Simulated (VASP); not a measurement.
Given:

```
C
1.0
    0.00000     1.78672     1.78672
    1.78672     0.00000     1.78672
    1.78672     1.78672     0.00000
C
2
Direct
  0.00000   0.00000   0.00000
  0.25000   0.25000   0.25000
```

Computed with PBE GGA, VASP's PBE PAW potentials (set 64) (plane waves; VASP). Numerical set-up: 520 eV cut-off, Gaussian smearing of 0.050 eV, potentials C.

### Question
Give the energies of bands 2 to 7 at the high-symmetry points, in eV from the valence-band maximum.

### Answer

```
band     Γ       X       U       L       W
----  ----  ------  ------  ------  ------
2     0.00  -12.72  -11.70  -13.31  -11.94
3     0.00   -6.26   -9.26   -2.79   -8.27
4     0.00   -6.26   -5.33   -2.79   -8.27
5     5.57    4.75    5.66    8.44   10.60
6     5.57    4.75   10.70    8.44   10.60
7     5.57   16.72   14.30    8.77   12.25
```

The gap is indirect, 4.12 eV, from the valence maximum at Γ to the conduction minimum at Γ-X at 0.71.

The compound is C in the diamond structure. It was relaxed first.
